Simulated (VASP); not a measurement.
## How plane-wave cutoff and smearing change a VASP run on CaO (Lime)

How sensitive are energy, pressure and forces of CaO (Lime) to the plane-wave cutoff and smearing? The atoms are off their equilibrium sites, so that forces can be compared too. The series runs use LDA. The plane-wave cutoff tried: ENCUT = 240; ENCUT = 300; ENCUT = 360; ENCUT = 400; ENCUT = 460; ENCUT = 520; ENCUT = 640; ENCUT = 800. The smearing tried: ISMEAR = -1, SIGMA = 0.01; ISMEAR = -1, SIGMA = 0.05; ISMEAR = -1, SIGMA = 0.1; ISMEAR = -1, SIGMA = 0.2; ISMEAR = -1, SIGMA = 0.5; ISMEAR = 1, SIGMA = 0.01; ISMEAR = 1, SIGMA = 0.05; ISMEAR = 1, SIGMA = 0.1; ISMEAR = 1, SIGMA = 0.2; ISMEAR = 1, SIGMA = 0.5; ISMEAR = -5. The atoms of the start are displaced at random from the sites of a Fm-3m cell.

Method: LDA; plane waves and PAW (Ca_sv, O), in VASP 6.6.1.

### 1. The structure

The structure is monoclinic, space group Cm (No. 8). That holds within 0.01 Å; VASP, at its tighter tolerance, finds 1 operation. Conventional cell: a = 5.895 Å, b = 3.403 Å, c = 3.403 Å, α = 90.00°, β = 125.26°, γ = 90.00°. Nearest to Ca lie 6 O at 2.38 to 2.43 Å. Nearest to O lie 6 Ca at 2.38 to 2.43 Å. Farther neighbours and most contacts between anions are not listed. That group holds within 0.01 Å; judged at 0.001 Å it is P1 (No. 1).

### 2. Plane-wave cutoff: ENCUT = 240

The basis grows with ENCUT, and energy and stress both move with it. LDA, the lowest rung, knows the local density alone.

The input, INCAR:

```
SYSTEM = CaO
PREC = Accurate
ENCUT = 240
EDIFF = 1E-06
NELM = 100
ISMEAR = -1
SIGMA = 0.05
LREAL = .FALSE.
ALGO = Normal
GGA = CA
NBANDS = 14
LORBIT = 11
LWAVE = .FALSE.
LCHARG = .FALSE.
KPAR = 2
ISIF = 2
```

The input, POSCAR:

```
CaO
1.0
    0.0000000000      2.4065000000      2.4065000000
    2.4065000000      0.0000000000      2.4065000000
    2.4065000000      2.4065000000      0.0000000000
Ca O
1 1
Direct
   -0.0030480000     -0.0086820000      0.0132500000
    0.4938910000      0.5038290000      0.5120960000
```

The input, KPOINTS:

```
Automatic mesh
0
Gamma
8 8 8
0 0 0
```

PAW data sets: Ca_sv and O (PBE family, release 64).

Run with:

```bash
$ mpirun -np 2 vasp_std
```

The log of the run:

```text
[banner, memory and clock lines left out]
running    2 mpi-ranks, on    1 nodes
 distrk:  each k-point on    1 cores,    2 groups
 distr:  one band on    1 cores,    1 groups

 POSCAR found type information on POSCAR CaO
 POSCAR found :  2 types and       2 ions
|                                                                             |
|               ----> ADVICE to this user running VASP <----                  |
|                                                                             |
|     You enforced a specific xc type in the INCAR file but a different       |
|     [... a line on the potential file left out ...]
|     I HOPE YOU KNOW WHAT YOU ARE DOING!                                     |
|                                                                             |

 LDA part: xc-table for (Slater(with rela. corr.)+CA(PZ))
 , standard interpolation
 POSCAR, INCAR and KPOINTS ok, starting setup
 FFT: planning ... GRIDC
 FFT: planning ... GRID_SOFT
 FFT: planning ... GRID
 WAVECAR not read
 entering main loop
       N       E                     dE             d eps       ncg     rms          rms(c)
DAV:   1     0.716766203656E+02    0.71677E+02   -0.52849E+03  7470   0.659E+02
DAV:   2    -0.127224044158E+02   -0.84399E+02   -0.80130E+02  9480   0.216E+02
DAV:   3    -0.153217835139E+02   -0.25994E+01   -0.25904E+01  7936   0.389E+01
DAV:   4    -0.153866257963E+02   -0.64842E-01   -0.64812E-01 10528   0.569E+00
DAV:   5    -0.153882020367E+02   -0.15762E-02   -0.15762E-02  8386   0.681E-01    0.681E+00
DAV:   6    -0.146357975861E+02    0.75240E+00   -0.10498E+00  8026   0.117E+01    0.395E+00
DAV:   7    -0.145140534013E+02    0.12174E+00   -0.14133E-01  9154   0.289E+00    0.200E+00
DAV:   8    -0.144634652393E+02    0.50588E-01   -0.41254E-02  8948   0.192E+00    0.109E-01
DAV:   9    -0.144638012707E+02   -0.33603E-03   -0.26660E-03 10762   0.317E-01    0.759E-02
DAV:  10    -0.144638979770E+02   -0.96706E-04   -0.20995E-04  9440   0.194E-01    0.170E-02
DAV:  11    -0.144638919605E+02    0.60166E-05   -0.20739E-05  7712   0.659E-02    0.929E-03
DAV:  12    -0.144638910826E+02    0.87782E-06   -0.11890E-06  6884   0.105E-02
   1 F= -.14463891E+02 E0= -.14463891E+02  d E =-.147267E-10
```

Elapsed: 18 s, on 2 MPI ranks of AMD EPYC 7R43, shared host; peak memory 0.21 GiB.

Lines that name or quote the potential files are left out of all logs, and their timing lines are given in words.

OUTCAR, selected parts (step 2):

```text
ion  position               nearest neighbor table
   1  0.997  0.991  0.013-   2 2.38   2 2.38   2 2.40   2 2.42   2 2.43   2 2.43
   2  0.494  0.504  0.512-   1 2.38   1 2.38   1 2.40   1 2.42   1 2.43   1 2.43

  LATTYP: Found a face centered cubic cell.
 ALAT       =     4.8130000000

 Subroutine GETGRP returns: Found  1 space group operations
 (whereof  1 operations were pure point group operations)

The static configuration has the point symmetry C_1 .

 Found    260 irreducible k-points:

   k-points           NKPTS =    260   k-points in BZ     NKDIM =    260   number of bands    NBANDS=     14

   dimension x,y,z NGX =    18 NGY =   18 NGZ =   18
   dimension x,y,z NGXF=    36 NGYF=   36 NGZF=   36

   ENCUT  =  240.0 eV  17.64 Ry    4.20 a.u.   4.30  4.30  4.30*2*pi/ulx,y,z

   NELECT =      16.0000    total number of electrons

 k-points in reciprocal lattice and weights: Automatic mesh
   0.00000000  0.00000000  0.00000000       0.002
   0.12500000  0.00000000  0.00000000       0.004
   0.00000000  0.12500000  0.00000000       0.004
   0.00000000  0.00000000  0.12500000       0.004
   0.12500000  0.12500000  0.12500000       0.004
   0.25000000  0.00000000  0.00000000       0.004
   0.00000000  0.25000000  0.00000000       0.004
   0.00000000  0.00000000  0.25000000       0.004
   0.25000000  0.25000000  0.25000000       0.004
[...]
0.25000000 -0.25000000  0.50000000       0.004
   0.50000000  0.25000000 -0.25000000       0.004

 average (electrostatic) potential at core
       1 -43.7832       2 -72.5060

 E-fermi :   2.7961

 k-point     1 :       0.0000    0.0000    0.0000
  band No.  band energies     occupation
    ...
      4     -16.1937      2.00000
      5     -13.9235      2.00000
      6       1.6349      2.00000
      7       1.6352      2.00000
      8       1.6356      2.00000
      9       6.3429      0.00000
     10       8.0437      0.00000
     11       8.0477      0.00000
     12       8.0514      0.00000
     13       9.6041      0.00000
    ...

 k-point     2 :       0.1250    0.0000    0.0000
  band No.  band energies     occupation
    ...
      4     -16.2019      2.00000
      5     -13.6374      2.00000
      6       1.3412      2.00000
      7       1.5119      2.00000
      8       1.5210      2.00000
      9       7.0967      0.00000
     10       8.0238      0.00000
     11       8.3153      0.00000
     12       8.3229      0.00000
     13       9.9835      0.00000
    ...

 k-point     3 :       0.0000    0.1250    0.0000
  band No.  band energies     occupation
    ...
      4     -16.2019      2.00000
      5     -13.6379      2.00000
      6       1.3480      2.00000
      7       1.5115      2.00000
      8       1.5126      2.00000
      9       7.0954      0.00000
     10       8.0366      0.00000
     11       8.3148      0.00000
     12       8.3185      0.00000
     13       9.9825      0.00000
    ...

  Total      -13.2166667    -13.2283602    -13.2209366      0.0001012      0.0004785     -0.0003603
  in kB     -759.7048986   -760.3770506   -759.9503356      0.0058155      0.0275031     -0.0207117
  external PRESSURE =    -760.0107616 kB  Pullay stress =       0.0000000 kB

  energy-cutoff  :      240.00
  volume of cell :       27.87
      direct lattice vectors                 reciprocal lattice vectors
     0.000000000  2.406500000  2.406500000    -0.207770621  0.207770621  0.207770621
     2.406500000  0.000000000  2.406500000     0.207770621 -0.207770621  0.207770621
     2.406500000  2.406500000  0.000000000     0.207770621  0.207770621 -0.207770621

 POSITION                                       TOTAL-FORCE (eV/Angst)
 -----------------------------------------------------------------------------------
      2.41749      2.43105      4.78477         0.073575     -0.027198      0.060839
      2.44482      2.42091      2.40101        -0.073575      0.027198     -0.060839
 -----------------------------------------------------------------------------------
    total drift:                               -0.001050      0.000474     -0.000238

  FREE ENERGIE OF THE ION-ELECTRON SYSTEM (eV)
  ---------------------------------------------------
  free  energy   TOTEN  =       -14.4638910826 eV

  energy  without entropy=      -14.4638910826  energy(sigma->0) =      -14.46389108

 total charge
# of ion       s       p       d       tot
------------------------------------------
    1        2.036   5.869   0.310   8.214
    2        1.745   3.547   0.000   5.292
--------------------------------------------------
tot          3.780   9.416   0.310  13.506

[... 3 further parts left out ...]
```

The gap is read on the k-mesh alone, so it is an upper bound where the band edges lie off the mesh. The PAW data sets were made with PBE, though LDA sets exist; this is a small mismatch.

This step gave:

| Property | Result |
| --- | --- |
| SCF cycles | 12 |
| electrons | 16 |
| bands | 14 |
| irreducible k-points | 260 |
| symmetry operations | 1 |
| free energy (TOTEN) | -14.46 eV |
| Fermi energy | 2.796 eV |
| pressure | -76.00 GPa |
| metallic | no |
| valence top at k | 0.125, 0.125, 0 |
| conduction bottom at k | 0, 0.5, 0.5 |
| least direct gap at k | 0, 0.5, 0.5 |
| gap on the k-mesh | 3.766 eV |
| least direct gap on the k-mesh | 3.846 eV |

The series starts at -7.2319 eV an atom and -76.00 GPa, after 12 cycles in 18 s.

### 3. Plane-wave cutoff: ENCUT = 300

INCAR, as its differences from that of step 2:

```diff
@@ -2,3 +2,3 @@
 PREC = Accurate
-ENCUT = 240
+ENCUT = 300
 EDIFF = 1E-06
```

POSCAR is that of step 2.

KPOINTS is that of step 2.

Run with:

```bash
$ mpirun -np 2 vasp_std
```

The log of the run:

```text
[banner, memory and clock lines left out]
running    2 mpi-ranks, on    1 nodes
[...]
[... a notice as in an earlier step ...]

 LDA part: xc-table for (Slater(with rela. corr.)+CA(PZ))
 , standard interpolation
 POSCAR, INCAR and KPOINTS ok, starting setup
[...]
entering main loop
       N       E                     dE             d eps       ncg     rms          rms(c)
DAV:   1     0.866340126000E+02    0.86634E+02   -0.60879E+03  7386   0.775E+02
DAV:   2    -0.120972975848E+02   -0.98731E+02   -0.93076E+02  9454   0.240E+02
DAV:   3    -0.155230126571E+02   -0.34257E+01   -0.34114E+01  7922   0.464E+01
DAV:   4    -0.156163233186E+02   -0.93311E-01   -0.93248E-01 10928   0.697E+00
[...]
DAV:  10    -0.143455952291E+02   -0.17676E-03   -0.41179E-04  9020   0.289E-01    0.648E-02
DAV:  11    -0.143455554808E+02    0.39748E-04   -0.53958E-05  7804   0.109E-01    0.835E-03
DAV:  12    -0.143455545877E+02    0.89309E-06   -0.76343E-06  9018   0.349E-02
   1 F= -.14345555E+02 E0= -.14345555E+02  d E =-.550402E-10
```

It took 23 s on 2 MPI ranks; peak memory 0.24 GiB; 45 s of CPU time.

From OUTCAR (step 3):

```text
  Total       -6.0144088     -6.0295958     -6.0201693      0.0007197      0.0004550     -0.0018690
  in kB     -345.7131766   -346.5861352   -346.0442969      0.0413688      0.0261537     -0.1074305
  external PRESSURE =    -346.1145362 kB  Pullay stress =       0.0000000 kB

 POSITION                                       TOTAL-FORCE (eV/Angst)
 -----------------------------------------------------------------------------------
      2.41749      2.43105      4.78477         0.073416     -0.027110      0.060752
      2.44482      2.42091      2.40101        -0.073416      0.027110     -0.060752
 -----------------------------------------------------------------------------------
    total drift:                               -0.000746      0.000311     -0.000200

  FREE ENERGIE OF THE ION-ELECTRON SYSTEM (eV)
  ---------------------------------------------------
  free  energy   TOTEN  =       -14.3455545877 eV

  energy  without entropy=      -14.3455545876  energy(sigma->0) =      -14.34555459

[... 1 part as in an earlier step ...]

[... 2 further parts left out ...]
[key lines of the parts left out:]
E-fermi :   2.8267
```

Against the run before the energy moves by +59.17 meV an atom and the pressure by +41.39 GPa, after 12 cycles in 23 s.

### 4. Plane-wave cutoff: ENCUT = 360

INCAR, as its differences from that of step 3:

```diff
@@ -2,3 +2,3 @@
 PREC = Accurate
-ENCUT = 300
+ENCUT = 360
 EDIFF = 1E-06
```

POSCAR is that of step 3.

KPOINTS is that of step 3.

Run with:

```bash
$ mpirun -np 2 vasp_std
```

The log of the run:

```text
[... set-up lines as in an earlier step ...]
 entering main loop
       N       E                     dE             d eps       ncg     rms          rms(c)
DAV:   1     0.988309374807E+02    0.98831E+02   -0.67387E+03  7304   0.882E+02
DAV:   2    -0.115696938802E+02   -0.11040E+03   -0.10383E+03  9362   0.262E+02
DAV:   3    -0.156383016752E+02   -0.40686E+01   -0.40480E+01  8030   0.524E+01
DAV:   4    -0.157601873835E+02   -0.12189E+00   -0.12180E+00 11004   0.803E+00
[...]
DAV:  11    -0.142862779258E+02    0.73215E-04   -0.83411E-05  8364   0.138E-01    0.104E-02
DAV:  12    -0.142862769699E+02    0.95586E-06   -0.12506E-05  9838   0.438E-02    0.524E-03
DAV:  13    -0.142862767326E+02    0.23728E-06   -0.87754E-07  5266   0.108E-02
   1 F= -.14286277E+02 E0= -.14286277E+02  d E =-.151103E-10
```

It took 37 s on 2 MPI ranks; peak memory 0.28 GiB.

Parts of OUTCAR (step 4):

```text
  Total       -2.8106865     -2.8265349     -2.8162581      0.0007355      0.0006465     -0.0018200
  in kB     -161.5605761   -162.4715583   -161.8808365      0.0422780      0.0371604     -0.1046172
  external PRESSURE =    -161.9709903 kB  Pullay stress =       0.0000000 kB

 POSITION                                       TOTAL-FORCE (eV/Angst)
 -----------------------------------------------------------------------------------
      2.41749      2.43105      4.78477         0.076060     -0.028057      0.063169
      2.44482      2.42091      2.40101        -0.076060      0.028057     -0.063169
 -----------------------------------------------------------------------------------
    total drift:                               -0.000047      0.000050     -0.000025

  FREE ENERGIE OF THE ION-ELECTRON SYSTEM (eV)
  ---------------------------------------------------
  free  energy   TOTEN  =       -14.2862767326 eV

  energy  without entropy=      -14.2862767326  energy(sigma->0) =      -14.28627673

[... 1 part as in an earlier step ...]

[... 2 further parts left out ...]
[key lines of the parts left out:]
E-fermi :   2.9598
```

Against the run before the energy moves by +29.64 meV an atom and the pressure by +18.41 GPa, after 13 cycles in 37 s.

### 5. Plane-wave cutoff: ENCUT = 400

INCAR, as its differences from that of step 4:

```diff
@@ -2,3 +2,3 @@
 PREC = Accurate
-ENCUT = 360
+ENCUT = 400
 EDIFF = 1E-06
```

POSCAR is that of step 4.

KPOINTS is that of step 4.

Run with:

```bash
$ mpirun -np 2 vasp_std
```

The log of the run:

```text
[... set-up lines as in an earlier step ...]
 entering main loop
       N       E                     dE             d eps       ncg     rms          rms(c)
DAV:   1     0.105572065882E+03    0.10557E+03   -0.72021E+03  7296   0.958E+02
DAV:   2    -0.111059903362E+02   -0.11668E+03   -0.10927E+03  9186   0.273E+02
DAV:   3    -0.156727095257E+02   -0.45667E+01   -0.45388E+01  8240   0.562E+01
DAV:   4    -0.158094788878E+02   -0.13677E+00   -0.13668E+00 10684   0.869E+00
[...]
DAV:  11    -0.142799905401E+02    0.82630E-04   -0.91211E-05  8274   0.145E-01    0.114E-02
DAV:  12    -0.142799895028E+02    0.10373E-05   -0.14699E-05 10280   0.474E-02    0.611E-03
DAV:  13    -0.142799892189E+02    0.28394E-06   -0.10329E-06  5454   0.118E-02
   1 F= -.14279989E+02 E0= -.14279989E+02  d E =-.155833E-10
```

Run time: 39 s. Hardware: 2 MPI ranks; peak memory 0.3 GiB; 76 s of CPU time.

From OUTCAR (step 5):

```text
  Total       -1.8374382     -1.8537830     -1.8431815      0.0007563      0.0006631     -0.0018634
  in kB     -105.6174651   -106.5569767   -105.9475937      0.0434714      0.0381174     -0.1071098
  external PRESSURE =    -106.0406785 kB  Pullay stress =       0.0000000 kB

 POSITION                                       TOTAL-FORCE (eV/Angst)
 -----------------------------------------------------------------------------------
      2.41749      2.43105      4.78477         0.072137     -0.026587      0.059893
      2.44482      2.42091      2.40101        -0.072137      0.026587     -0.059893
 -----------------------------------------------------------------------------------
    total drift:                               -0.000060      0.000056     -0.000035

  FREE ENERGIE OF THE ION-ELECTRON SYSTEM (eV)
  ---------------------------------------------------
  free  energy   TOTEN  =       -14.2799892189 eV

  energy  without entropy=      -14.2799892189  energy(sigma->0) =      -14.27998922

[... 1 part as in an earlier step ...]

[... 2 further parts left out ...]
[key lines of the parts left out:]
E-fermi :   2.9468
```

Against the run before the energy moves by +3.14 meV an atom and the pressure by +5.59 GPa, after 13 cycles in 39 s.

### 6. Plane-wave cutoff: ENCUT = 460

INCAR, as its differences from that of step 5:

```diff
@@ -2,3 +2,3 @@
 PREC = Accurate
-ENCUT = 400
+ENCUT = 460
 EDIFF = 1E-06
```

POSCAR is that of step 5.

KPOINTS is that of step 5.

Run with:

```bash
$ mpirun -np 2 vasp_std
```

The log of the run:

```text
[... set-up lines as in an earlier step ...]
 entering main loop
       N       E                     dE             d eps       ncg     rms          rms(c)
DAV:   1     0.115625077490E+03    0.11563E+03   -0.78167E+03  7294   0.106E+03
DAV:   2    -0.105820706250E+02   -0.12621E+03   -0.11785E+03  9164   0.290E+02
DAV:   3    -0.156728973717E+02   -0.50908E+01   -0.50561E+01  8162   0.604E+01
DAV:   4    -0.158318683092E+02   -0.15897E+00   -0.15884E+00 10922   0.942E+00
[...]
DAV:  11    -0.142738286846E+02    0.88422E-04   -0.96474E-05  8600   0.150E-01    0.120E-02
DAV:  12    -0.142738275108E+02    0.11738E-05   -0.16110E-05 10134   0.499E-02    0.662E-03
DAV:  13    -0.142738272017E+02    0.30909E-06   -0.11783E-06  5600   0.129E-02
   1 F= -.14273827E+02 E0= -.14273827E+02  d E =-.209764E-10
```

Wall time 41 s (2 MPI ranks); peak memory 0.32 GiB.

Parts of OUTCAR (step 6):

```text
  Total       -1.2763280     -1.2929019     -1.2821554      0.0007391      0.0006507     -0.0018236
  in kB      -73.3643865    -74.3170651    -73.6993475      0.0424851      0.0374046     -0.1048228
  external PRESSURE =     -73.7935997 kB  Pullay stress =       0.0000000 kB

 POSITION                                       TOTAL-FORCE (eV/Angst)
 -----------------------------------------------------------------------------------
      2.41749      2.43105      4.78477         0.071328     -0.026289      0.059221
      2.44482      2.42091      2.40101        -0.071328      0.026289     -0.059221
 -----------------------------------------------------------------------------------
    total drift:                               -0.000061      0.000057     -0.000036

  FREE ENERGIE OF THE ION-ELECTRON SYSTEM (eV)
  ---------------------------------------------------
  free  energy   TOTEN  =       -14.2738272017 eV

  energy  without entropy=      -14.2738272017  energy(sigma->0) =      -14.27382720

[... 1 part as in an earlier step ...]

[... 2 further parts left out ...]
[key lines of the parts left out:]
E-fermi :   2.9466
```

Against the run before the energy moves by +3.08 meV an atom and the pressure by +3.22 GPa, after 13 cycles in 41 s.

[end of part 1 of 3]

[Lines on the potential files, build, host, timing and source positions are cut from VASP's logs without a mark.]

[Logs are printed without paths, hosts, clocks, repeated set-up lines and the standing remarks that a program may print on its own settings, such as how far it seeks lower states.]

[Hosts, paths, dates, database ids (printed as entryN), source tags and the programs' standing remarks are cut or masked in the printed files.]

[A measured line is paired with the nearest computed mode of its activity, which favours agreement.]
